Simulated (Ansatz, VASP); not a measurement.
TaH3Br2 in VASP and in Ansatz

```
Ta H Br
1.0
     2.35134    1.35755    3.74228
    -2.35134    1.35755    3.74228
     0.00000   -2.71510    3.74228
Ta H Br
1 3 2
Direct
  0.00000 0.00000 0.00000
  0.00000 0.50000 0.00000
  0.50000 0.00000 0.00000
  0.00000 0.00000 0.50000
  0.62686 0.62686 0.62686
  0.37314 0.37314 0.37314
```

Change from the starting cell: species swapped into the Y2Al3Fe type (R-3m, No. 166).

Alike in both runs: functional PBE; k mesh 6 × 6 × 6; occupations gaussian, width 0.1 eV; no spin polarisation.

Ansatz relaxed the structure, and its values are those at the end. VASP's run is a single point on that final structure, the one shown.

|  | VASP | Ansatz |
| --- | --- | --- |
| version | VASP 6.6.1 | Ansatz 0.2.0 |
| potentials or method | VASP PAW PBE potentials, release 64 (Ta_pv, H, Br) | scalar-relativistic, plane waves, PAW |
| plane-wave cutoff (eV) | 520 | 420 |
| valence electrons in the cell | 28 | 30 |

|  | VASP | Ansatz | Ansatz less VASP |
| --- | --- | --- | --- |
| gap on the k mesh at the Fermi level (eV) | none | none | - |
| pressure (GPa) | 0.0 | 0.0 | -0.01 |
| rms of the force components (eV/Å) | 0.008 | 0.008 | -0.0008 |

A gap of «none» marks a metal or a gap that the smearing closes. The two sets of potentials don't hold the same shells in valence.

Spin-orbit coupling is left out, which matters for the levels of Ta.
